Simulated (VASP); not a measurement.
Method: PBEsol GGA, VASP's PBE PAW potentials (set 64) (plane waves; VASP).

VASP input:

### INCAR
```
ALGO = Normal
EDIFF = 1E-7
ENCUT = 480
GGA = PS
ISIF = 2
ISMEAR = 1
LASPH = .TRUE.
LCHARG = .FALSE.
LMAXMIX = 6
LREAL = .FALSE.
LWAVE = .FALSE.
NELM = 100
PREC = Accurate
SIGMA = 0.1
SYSTEM = Os
```

File KPOINTS:
```
Automatic mesh
0
Gamma
14 14 8
0 0 0
```

### POSCAR
```
Os
2.7309770
  0.5000001116  -0.8660254678   0.0000000000
  0.5000001116   0.8660254678   0.0000000000
  0.0000000000   0.0000000000   1.5768082076
Os
2
Cart
  0.5000001116   0.2886757333   0.3942020519
  0.5000001116  -0.2886757333   1.1917603888
```

POTCAR, in this order: Os (PBE.64 set). Program: vasp_std.

What will the output report for the number of irreducible k-points (NKPTS), number of bands (NBANDS), largest plane-wave count, number of space-group operations, FFT grid (NGX, NGY, NGZ)?

```json
{
  "number of irreducible k-points (NKPTS)": "168",
  "number of bands (NBANDS)": "12",
  "largest_plane_wave_count": "689",
  "number_of_space_group_operations": "12",
  "FFT grid (NGX, NGY, NGZ)": "20 × 20 × 32"
}
```

The compound is Os in the hcp structure. This cell was strained or had an atom moved on purpose.
